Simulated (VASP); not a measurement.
OSZICAR of a VASP run on Cs:

**OSZICAR**
```
...
DAV:  81    -0.748079113263E+02   -0.45271E-01   -0.28896E-02   442   0.195E+00    0.271E-02
DAV:  82    -0.748231572678E+02   -0.15246E-01   -0.88494E-04   540   0.303E-01    0.285E-02
DAV:  83    -0.748435807162E+02   -0.20423E-01   -0.39346E-04   446   0.199E-01    0.271E-02
DAV:  84    -0.748235654967E+02    0.20015E-01   -0.11931E-03   442   0.389E-01    0.261E-02
DAV:  85    -0.748554298414E+02   -0.31864E-01   -0.30167E-03   442   0.628E-01    0.263E-02
DAV:  86    -0.748437797336E+02    0.11650E-01   -0.52993E-04   529   0.191E-01    0.236E-02
DAV:  87    -0.748437778329E+02    0.19007E-05   -0.96345E-06   543   0.130E-02
   1 F= -.74843778E+02 E0= -.74843534E+02  d E =-.748438E+02
       N       E                     dE             d eps       ncg     rms          rms(c)
DAV:   1    -0.748497474847E+02   -0.59678E-02   -0.16351E-02   443   0.620E-01    0.249E-02
DAV:   2    -0.748098328625E+02    0.39915E-01   -0.48054E-03   442   0.807E-01    0.182E-02
DAV:   3    -0.747414820184E+02    0.68351E-01   -0.18750E-02   442   0.150E+00    0.211E-02
DAV:   4    -0.747416385077E+02   -0.15649E-03   -0.11904E-04   619   0.101E-01    0.211E-02
DAV:   5    -0.747457690879E+02   -0.41306E-02   -0.15307E-04   444   0.139E-01    0.208E-02
DAV:   6    -0.747368252826E+02    0.89438E-02   -0.23331E-03   442   0.555E-01    0.203E-02
DAV:   7    -0.747635464748E+02   -0.26721E-01   -0.14511E-02   442   0.140E+00    0.234E-02
DAV:   8    -0.746997682122E+02    0.63778E-01   -0.10794E-01   442   0.377E+00    0.272E-02
DAV:   9    -0.747400688867E+02   -0.40301E-01   -0.45411E-02   442   0.237E+00    0.334E-02
DAV:  10    -0.747395042729E+02    0.56461E-03   -0.50880E-04   639   0.114E-01    0.360E-02
DAV:  11    -0.747325192807E+02    0.69850E-02   -0.16202E-03   444   0.452E-01    0.338E-02
DAV:  12    -0.747230003249E+02    0.95190E-02   -0.11027E-02   442   0.111E+00    0.375E-02
DAV:  13    -0.747425228686E+02   -0.19523E-01   -0.23877E-02   442   0.175E+00    0.552E-02
DAV:  14    -0.747122263064E+02    0.30297E-01   -0.89904E-03   442   0.100E+00    0.717E-02
DAV:  15    -0.747223975208E+02   -0.10171E-01   -0.29566E-03   464   0.590E-01    0.732E-02
DAV:  16    -0.748024915277E+02   -0.80094E-01   -0.50049E-02   442   0.218E+00    0.703E-02
DAV:  17    -0.748175957153E+02   -0.15104E-01   -0.16986E-03   564   0.312E-01    0.685E-02
DAV:  18    -0.748205159869E+02   -0.29203E-02   -0.98437E-05   487   0.985E-02    0.678E-02
DAV:  19    -0.748545212840E+02   -0.34005E-01   -0.15254E-02   442   0.120E+00    0.733E-02
DAV:  20    -0.748595841809E+02   -0.50629E-02   -0.79201E-04   552   0.243E-01    0.783E-02
DAV:  21    -0.748822997097E+02   -0.22716E-01   -0.87640E-03   442   0.127E+00    0.960E-02
DAV:  22    -0.748826767557E+02   -0.37705E-03   -0.63479E-05   582   0.584E-02    0.966E-02
DAV:  23    -0.748832931675E+02   -0.61641E-03   -0.21155E-04   442   0.173E-01    0.962E-02
DAV:  24    -0.748813307334E+02    0.19624E-02   -0.95053E-04   442   0.309E-01    0.986E-02
DAV:  25    -0.748805626204E+02    0.76811E-03   -0.35259E-04   442   0.203E-01    0.956E-02
DAV:  26    -0.748838514613E+02   -0.32888E-02   -0.75829E-04   442   0.320E-01    0.971E-02
DAV:  27    -0.748913402470E+02   -0.74888E-02   -0.51674E-03   458   0.706E-01    0.110E-01
DAV:  28    -0.748957357928E+02   -0.43955E-02   -0.86923E-03   442   0.105E+00    0.109E-01
DAV:  29    -0.748842956066E+02    0.11440E-01   -0.30766E-02   442   0.208E+00    0.135E-01
DAV:  30    -0.748838550286E+02    0.44058E-03   -0.36949E-04   610   0.113E-01    0.143E-01
DAV:  31    -0.748870073835E+02   -0.31524E-02   -0.28300E-04   445   0.228E-01    0.145E-01
DAV:  32    -0.748907283780E+02   -0.37210E-02   -0.19664E-04   478   0.148E-01    0.149E-01
DAV:  33    -0.748816125279E+02    0.91159E-02   -0.17251E-03   442   0.541E-01    0.141E-01
DAV:  34    -0.748391892947E+02    0.42423E-01   -0.46968E-02   442   0.286E+00    0.129E-01
DAV:  35    -0.748537811154E+02   -0.14592E-01   -0.12368E-02   442   0.145E+00    0.132E-01
DAV:  36    -0.748458777782E+02    0.79033E-02   -0.10685E-03   478   0.387E-01    0.139E-01
DAV:  37    -0.748487111769E+02   -0.28334E-02   -0.39872E-04   444   0.264E-01    0.141E-01
DAV:  38    -0.748526523138E+02   -0.39411E-02   -0.14617E-04   442   0.114E-01    0.140E-01
DAV:  39    -0.748487724888E+02    0.38798E-02   -0.10812E-04   442   0.105E-01    0.139E-01
DAV:  40    -0.748448431013E+02    0.39294E-02   -0.34118E-04   442   0.238E-01    0.138E-01
DAV:  41    -0.748505557504E+02   -0.57126E-02   -0.28864E-04   442   0.151E-01    0.132E-01
DAV:  42    -0.748479236310E+02    0.26321E-02   -0.96522E-03   442   0.129E+00    0.933E-02
DAV:  43    -0.748449854944E+02    0.29381E-02   -0.52212E-03   450   0.921E-01    0.871E-02
DAV:  44    -0.748550628496E+02   -0.10077E-01   -0.33582E-03   442   0.714E-01    0.859E-02
DAV:  45    -0.748526701883E+02    0.23927E-02   -0.15790E-04   530   0.146E-01    0.854E-02
DAV:  46    -0.748538327813E+02   -0.11626E-02   -0.47469E-05   458   0.841E-02    0.850E-02
DAV:  47    -0.748329945588E+02    0.20838E-01   -0.11759E-02   442   0.128E+00    0.882E-02
DAV:  48    -0.748312155654E+02    0.17790E-02   -0.11870E-04   552   0.956E-02    0.897E-02
DAV:  49    -0.748354121472E+02   -0.41966E-02   -0.82664E-04   442   0.321E-01    0.884E-02
DAV:  50    -0.748358137928E+02   -0.40165E-03   -0.10494E-05   388   0.320E-02    0.880E-02
DAV:  51    -0.748340952740E+02    0.17185E-02   -0.33457E-04   442   0.226E-01    0.882E-02
DAV:  52    -0.748779975768E+02   -0.43902E-01   -0.10637E-01   442   0.362E+00    0.777E-02
DAV:  53    -0.748801692285E+02   -0.21717E-02   -0.97557E-04   570   0.266E-01    0.738E-02
DAV:  54    -0.748791757566E+02    0.99347E-03   -0.12885E-04   535   0.110E-01    0.749E-02
DAV:  55    -0.748798632860E+02   -0.68753E-03   -0.36845E-03   442   0.569E-01    0.750E-02
DAV:  56    -0.748754067005E+02    0.44566E-02   -0.42397E-03   452   0.649E-01    0.870E-02
DAV:  57    -0.748553657990E+02    0.20041E-01   -0.43405E-03   442   0.676E-01    0.981E-02
DAV:  58    -0.748564292526E+02   -0.10635E-02   -0.72777E-04   594   0.290E-01    0.107E-01
DAV:  59    -0.748598651467E+02   -0.34359E-02   -0.59025E-03   442   0.100E+00    0.105E-01
DAV:  60    -0.748653946017E+02   -0.55295E-02   -0.32191E-03   442   0.684E-01    0.102E-01
DAV:  61    -0.748652241007E+02    0.17050E-03   -0.49866E-04   490   0.283E-01    0.993E-02
DAV:  62    -0.748640812123E+02    0.11429E-02   -0.92209E-04   484   0.344E-01    0.105E-01
DAV:  63    -0.748618018836E+02    0.22793E-02   -0.65307E-04   442   0.316E-01    0.103E-01
DAV:  64    -0.748614262114E+02    0.37567E-03   -0.19120E-05   537   0.436E-02    0.101E-01
DAV:  65    -0.748257657533E+02    0.35660E-01   -0.17004E-02   450   0.129E+00    0.867E-02
DAV:  66    -0.748383778809E+02   -0.12612E-01   -0.78739E-03   442   0.907E-01    0.822E-02
DAV:  67    -0.748387595733E+02   -0.38169E-03   -0.18725E-02   442   0.173E+00    0.559E-02
DAV:  68    -0.748287939097E+02    0.99657E-02   -0.45148E-03   442   0.767E-01    0.523E-02
DAV:  69    -0.748280919973E+02    0.70191E-03   -0.13217E-04   667   0.120E-01    0.539E-02
DAV:  70    -0.748534660631E+02   -0.25374E-01   -0.15146E-02   442   0.137E+00    0.668E-02
DAV:  71    -0.748485988662E+02    0.48672E-02   -0.17537E-03   442   0.507E-01    0.688E-02
DAV:  72    -0.748117438872E+02    0.36855E-01   -0.20694E-02   442   0.149E+00    0.581E-02
DAV:  73    -0.748127230570E+02   -0.97917E-03   -0.38699E-04   470   0.209E-01    0.593E-02
DAV:  74    -0.748104002460E+02    0.23228E-02   -0.14962E-03   450   0.419E-01    0.600E-02
DAV:  75    -0.748140893903E+02   -0.36891E-02   -0.44739E-03   442   0.732E-01    0.580E-02
DAV:  76    -0.748143898459E+02   -0.30046E-03   -0.28290E-05   470   0.408E-02    0.572E-02
DAV:  77    -0.748233640371E+02   -0.89742E-02   -0.48888E-03   442   0.753E-01    0.576E-02
DAV:  78    -0.748213118046E+02    0.20522E-02   -0.30646E-04   442   0.203E-01    0.570E-02
DAV:  79    -0.748214585727E+02   -0.14677E-03   -0.17138E-05   432   0.479E-02    0.568E-02
DAV:  80    -0.748219209057E+02   -0.46233E-03   -0.85821E-05   442   0.114E-01    0.563E-02
DAV:  81    -0.748195316356E+02    0.23893E-02   -0.22137E-04   442   0.171E-01    0.558E-02
DAV:  82    -0.748466908385E+02   -0.27159E-01   -0.60714E-03   442   0.763E-01    0.608E-02
DAV:  83    -0.748421635957E+02    0.45272E-02   -0.20866E-03   442   0.521E-01    0.577E-02
DAV:  84    -0.748380558278E+02    0.41078E-02   -0.22629E-04   488   0.160E-01    0.590E-02
DAV:  85    -0.748373049624E+02    0.75087E-03   -0.23397E-05   547   0.551E-02    0.595E-02
DAV:  86    -0.748455750202E+02   -0.82701E-02   -0.39914E-03   442   0.764E-01    0.590E-02
DAV:  87    -0.748549710507E+02   -0.93960E-02   -0.13692E-02   442   0.154E+00    0.596E-02
DAV:  88    -0.748600156991E+02   -0.50446E-02   -0.17751E-03   466   0.545E-01    0.561E-02
DAV:  89    -0.748719113968E+02   -0.11896E-01   -0.55204E-03   442   0.939E-01    0.595E-02
DAV:  90    -0.748629775383E+02    0.89339E-02   -0.17228E-03   442   0.540E-01    0.580E-02
DAV:  91    -0.748567240539E+02    0.62535E-02   -0.10665E-03   442   0.398E-01    0.576E-02
DAV:  92    -0.748072443738E+02    0.49480E-01   -0.14268E-01   442   0.423E+00    0.594E-02
DAV:  93    -0.748112435920E+02   -0.39992E-02   -0.61168E-03   451   0.779E-01    0.668E-02
DAV:  94    -0.748137023671E+02   -0.24588E-02   -0.30066E-03   450   0.586E-01    0.657E-02
DAV:  95    -0.748102678796E+02    0.34345E-02   -0.76146E-03   450   0.965E-01    0.583E-02
DAV:  96    -0.748051921373E+02    0.50757E-02   -0.95728E-04   452   0.334E-01    0.541E-02
DAV:  97    -0.747960150013E+02    0.91771E-02   -0.33158E-03   445   0.666E-01    0.449E-02
DAV:  98    -0.747989465613E+02   -0.29316E-02   -0.18190E-03   442   0.410E-01    0.419E-02
DAV:  99    -0.747998599323E+02   -0.91337E-03   -0.14683E-03   442   0.457E-01    0.370E-02
DAV: 100    -0.748077691877E+02   -0.79093E-02   -0.20133E-03   458   0.467E-01
   2 F= -.74807769E+02 E0= -.74807857E+02  d E =0.360086E-01
```

### Question
Which electronic solver shows in the log?

### Answer
It is blocked Davidson (ALGO = Normal, or the opening steps of other solvers). The INCAR had ALGO = Normal.

### Question
Can the final energy be trusted as converged?

### Answer
The run did not converge; its last values are not results. It stopped with EDIFF = 1E-5, NELM = 100, NSW = 50 and EDIFFG = -0.03 after 2 ionic steps (r2SCAN meta-GGA, plane waves, VASP's PBE PAW potentials (set 64)). The run did not end as a converged relaxation.

The cell is a thin slab with vacuum, built from Cs (bcc): (110) face.
